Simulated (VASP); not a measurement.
OSZICAR of a VASP run on Mn$_{3}$ZnN (space group Pm-3m):

### OSZICAR
```
       N       E                     dE             d eps       ncg     rms          rms(c)
DAV:   1     0.575482045059E+03    0.57548E+03   -0.26931E+04  3208   0.173E+03
DAV:   2     0.715911817964E+01   -0.56832E+03   -0.54021E+03  3148   0.484E+02
DAV:   3    -0.454890141579E+02   -0.52648E+02   -0.50602E+02  3372   0.157E+02
DAV:   4    -0.468768564711E+02   -0.13878E+01   -0.13792E+01  3344   0.260E+01
DAV:   5    -0.468933523083E+02   -0.16496E-01   -0.16493E-01  3465   0.302E+00    0.303E+01
DAV:   6    -0.433842558921E+02    0.35091E+01   -0.36085E+01  3797   0.558E+01    0.146E+01
DAV:   7    -0.419901202276E+02    0.13941E+01   -0.81318E+00  3460   0.328E+01    0.926E+00
DAV:   8    -0.419312350796E+02    0.58885E-01   -0.10689E+00  3466   0.901E+00    0.346E+00
DAV:   9    -0.419047023393E+02    0.26533E-01   -0.14393E-01  3492   0.334E+00    0.879E-01
DAV:  10    -0.419043791195E+02    0.32322E-03   -0.21491E-02  3500   0.148E+00    0.582E-01
DAV:  11    -0.419052311010E+02   -0.85198E-03   -0.33991E-03  3716   0.419E-01    0.370E-01
DAV:  12    -0.419055402147E+02   -0.30911E-03   -0.14085E-03  3330   0.281E-01    0.993E-02
DAV:  13    -0.419055741366E+02   -0.33922E-04   -0.10139E-04  3316   0.616E-02    0.397E-02
DAV:  14    -0.419055767458E+02   -0.26093E-05   -0.68477E-06  3205   0.205E-02    0.171E-02
DAV:  15    -0.419055764677E+02    0.27812E-06   -0.26804E-06  2459   0.168E-02
   1 F= -.41905576E+02 E0= -.41811204E+02  d E =-.188745E+00  mag=     4.7514
```

Question: Which electronic solver shows in the log?

Answer: It is blocked Davidson (ALGO = Normal, or the opening steps of other solvers). The INCAR had ALGO = Normal.

Question: How was spin treated?

Answer: Collinear spin (ISPIN = 2): the summary line carries one mag value, 4.75 μB in the cell.

Question: Can the final energy be trusted as converged?

Answer: Self-consistency was reached. It stopped with EDIFF = 1E-6, NELM = 100 (LDA (Ceperley-Alder, Perdew-Zunger), plane waves, VASP's LDA PAW potentials (set 64)).  The moments were started parallel, and other spin orders were not tried in this run.

The structure comes from a measured Mn3ZnN entry (Pm-3m) of the Crystallography Open Database, whose conditions weren't checked. The cell was not relaxed at this level. The run is one of a series of settings (GGA removed, POTCAR Mn_pv Zn N (LDA.64 set) against the base run), some of them coarse on purpose.
